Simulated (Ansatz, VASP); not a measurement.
# Cross-check of Sc between VASP and Ansatz, part 2 of 2

One calculation is typed for both programs; each brings its own data sets. How far apart do they land? The cell is taken from a series of runs on this material, whose earlier steps may have relaxed, scaled, displaced or heated it; both programs get it as it stands.

VASP 6.6.1 and Ansatz 0.2.0.

So far: The structure; Ansatz: zone-centre phonons, PBEsol, pair 1; VASP: zone-centre phonons, PBEsol, pair 1; Side by side.

### Step 5. VASP: zone-centre phonons, PBEsol, pair 2

Level of this step: PBEsol; plane waves and PAW (Sc_sv) (VASP).

Second derivatives magnify differences that forces hide, and they need a tight electronic threshold. The cell compared in this pair holds 46.70 Å³, against 46.59 Å³ for the pair before.

File INCAR:

```
SYSTEM = Sc
PREC = Accurate
ENCUT = 500
EDIFF = 1E-08
NELM = 120
ISMEAR = 1
SIGMA = 0.2
LREAL = .FALSE.
ALGO = Normal
GGA = PS
NBANDS = 17
LASPH = .TRUE.
LORBIT = 11
LWAVE = .FALSE.
LCHARG = .FALSE.
ISIF = 2
IBRION = 8
GGA_COMPAT = .FALSE.
KPAR = 2
```

File POSCAR:

```
Sc
1.0
    3.2910619830      0.0000000000      0.0000000000
   -1.6455309915      2.8501432827      0.0000000000
    0.0000000000      0.0000000000      4.9787443260
Sc
2
Direct
    0.3333333321      0.6666666679      0.2500000000
    0.6666666679      0.3333333321      0.7500000000
```

File KPOINTS:

```
Automatic mesh
0
Gamma
15 15 8
0 0 0
```

PAW data sets: Sc_sv (PBE family, release 64).

Launch:

```
> mpirun -np 2 vasp_std
```

Numbers of over 12 decimals in the logs are rounded to 6 here.

Output:

```text
[banner, memory and clock lines left out]
running    2 mpi-ranks, on    1 nodes
[...]
[... a notice as in an earlier step ...]

 LDA part: xc-table for (Slater+PW92), standard interpolation
 POSCAR, INCAR and KPOINTS ok, starting setup
[...]
entering main loop
       N       E                     dE             d eps       ncg     rms          rms(c)
DAV:   1     0.352520317110E+03    0.35252E+03   -0.10934E+04  4606   0.135E+03
DAV:   2     0.495492451431E+01   -0.34757E+03   -0.34181E+03  5894   0.575E+02
DAV:   3    -0.143738989361E+02   -0.19329E+02   -0.18670E+02  7629   0.160E+02
DAV:   4    -0.146624749926E+02   -0.28858E+00   -0.28728E+00  6709   0.193E+01
[...]
DAV:  14    -0.132052856168E+02   -0.17661E-07   -0.10595E-09  3824   0.716E-04    0.380E-05
DAV:  15    -0.132052856282E+02   -0.11360E-07   -0.42669E-10  3441   0.405E-04    0.131E-05
DAV:  16    -0.132052856297E+02   -0.15489E-08   -0.21587E-10  3356   0.353E-04
   1 F= -.13205286E+02 E0= -.13204202E+02  d E =-.325028E-02
[...]
RMM:  16    -0.738920738564E+00   -0.40083E-07   -0.64639E-07 43201   0.409E-03    0.728E-06
RMM:  17    -0.738920739572E+00   -0.10086E-08   -0.49204E-07 42783   0.409E-03    0.943E-06
RMM:  18    -0.738920791988E+00   -0.52416E-07   -0.42023E-07 44344   0.408E-03    0.815E-06
 first order change of Fermi-energy   0.20331E-04
 force on displaced ion       1 direction 1 :  -1.678   0.001   0.000
 Linear response progress:
  Degree of freedom:   2/  2
       N       E                     dE             d eps       ncg     rms          rms(c)
RMM:   1    -0.805161552502E+00   -0.80516E+00   -0.66493E+01  6621   0.219E+02
RMM:   2    -0.803230413956E+00    0.19311E-02   -0.15164E-01  9765   0.461E+00    0.135E-01
RMM:   3    -0.803672535698E+00   -0.44212E-03   -0.11444E-02 11138   0.996E-01    0.491E-02
RMM:   4    -0.802616549305E+00    0.10560E-02   -0.14519E-03 12139   0.295E-01    0.155E-02
[...]
RMM:  32    -0.802453580664E+00    0.14613E-08   -0.13761E-07 16550   0.441E-03    0.278E-07
RMM:  33    -0.802453581421E+00   -0.75739E-09   -0.13405E-07 16668   0.441E-03    0.296E-07
RMM:  34    -0.802453580624E+00    0.79708E-09   -0.13062E-07 16714   0.441E-03    0.314E-07
 first order change of Fermi-energy   0.10308E-03
 force on displaced ion       1 direction 3 :   0.000  -0.000  -5.261
 Linear response finished
```

OUTCAR, selected parts (step 5):

```text
  Total        0.0002725      0.0002725      0.5741879      0.0000000      0.0000000     -0.0000000
  in kB        0.0093489      0.0093489     19.6989032      0.0000000      0.0000000     -0.0000000
  external PRESSURE =       6.5725337 kB  Pullay stress =       0.0000000 kB

 POSITION                                       TOTAL-FORCE (eV/Angst)
 -----------------------------------------------------------------------------------
     -0.00000      1.90010      1.24469        -0.000000      0.000000      0.000000
      1.64553      0.95005      3.73406         0.000000      0.000000      0.000000
 -----------------------------------------------------------------------------------
    total drift:                               -0.000002      0.000001     -0.000000

[... 1 part as in an earlier step ...]

[... 1 further part left out ...]
```

### Step 6. Ansatz: zone-centre phonons, PBEsol, pair 2

The same cell, functional, mesh and smearing now go to Ansatz, which takes its cutoff from its data sets.

The cell is taken from a series of runs on this material, whose earlier steps may have relaxed, scaled, displaced or heated it; both programs get it as it stands.

File input.yaml:

```yaml
crystal:
  lattice:
    - [3.291061983, 0.0, 0.0]
    - [-1.6455309915, 2.8501432827, 0.0]
    - [0.0, 0.0, 4.978744326]
  atoms:
    - { symbol: Sc, position: [0.3333333321, 0.6666666679, 0.25] }
    - { symbol: Sc, position: [0.6666666679, 0.3333333321, 0.75] }
kpoints:
  mp_grid: { grid: [15, 15, 8] }
hamiltonian:
  xc: pbesol
  pseudopotentials: { kind: paw, azcp: { folder: soft_1 }, xc_functional: pbe }
scf:
  occupations: { method: methfessel_paxton, width: 0.2 }
output:
  eigenvalues: true
phonons:
  method: dfpt
```

Launch:

```
> ansatz run input.yaml --threads 4 --pin off --max-ram 10240MiB --backend cpu --events-out ev --progress --plain --runs-dir out
```

Output:

```text
[...]
Crystal: 2 atoms, lattice volume = 46.701 Å³
Basis set: ecut = 420 eV, 929 PW (Γ), exchange–correlation on 48×48×72 points (8 copies of the dense FFT grid, shifted against one another)
Bands: 15, of which v1, the nominal top of the filled ones, is band 11 counted from 1 (10 counted from 0)
Symmetry: 24 space group operations
k-points: 320 of 1800 (irreducible under 4 space group operations, time reversal used)
[...]
k-point 1: bands = [... 7 lower, -17.8797, 4.5321, 7.8417, 10.5138, 11.1742, 11.1742, 11.6555, 11.7025]
  k-point 2: bands = [... 7 lower, -17.9216, 4.8715, 7.4516, 10.4013, 11.0694, 11.0694, 11.4284, 11.5024]
  k-point 319: bands = [... 7 lower, -17.9569, 8.2353, 8.2353, 9.7874, 9.7874, 10.4290, 10.4290, 11.9695]
[...]
ASR residual: 7.086e-5 → 0.000e0 eV/Å²; symmetrization residual: 2.867e-13 eV/Å²
  ASR residual per site (eV/Å²): 7.09e-5 7.09e-5
  Γ frequencies (cm⁻¹): 0.00 0.00 0.00 140.92 140.92 251.71
[...]
[key lines of the parts left out:]
SCF converged after 8 iterations
Free energy (F): -4222.737464 eV
Fermi energy:    9.627623 eV
```

### Step 7. Side by side

Compared:

```tsv
quantity	Ansatz	VASP	difference
optical mode 1 to 2 (cm⁻¹)	140.9	142.5	-1.09 %
optical mode 3 (cm⁻¹)	251.7	252.3	-0.22 %
```

Modes are paired by rising frequency, not by their patterns, so a pair may set unlike modes beside each other; they are those without the splitting of longitudinal modes.

### Step 8. Outcome

```
r.m.s. difference of the optical zone-centre modes, each program's sorted by frequency (zone-centre phonons, PBEsol, pair 1) : 0.26 cm⁻¹
r.m.s. difference of the optical zone-centre modes, each program's sorted by frequency (zone-centre phonons, PBEsol, pair 2) : 1.3 cm⁻¹
difference in optical mode 1 to 2 (zone-centre phonons, PBEsol, pair 2)                                                      : -1.1 %
```

In words: The r.m.s. difference of the optical zone-centre modes, each program's sorted by frequency is 0.26 cm⁻¹ (zone-centre phonons, PBEsol, pair 1). Among the rows given in per cent, the largest difference of the zone-centre phonons, PBEsol, pair 2 pair is in optical mode 1 to 2, -1.1 %. Such differences can come from data sets, numerical settings and the points named under the comparisons, not from the functional's error against experiment.

[Lines on the potential files, build, host, timing and source positions are cut from VASP's logs without a mark.]

[Logs are printed without paths, hosts, clocks, repeated set-up lines and the standing remarks that a program may print on its own settings, such as how far it seeks lower states.]

[Hosts, paths, dates, database ids (printed as entryN), source tags and the programs' standing remarks are cut or masked in the printed files.]
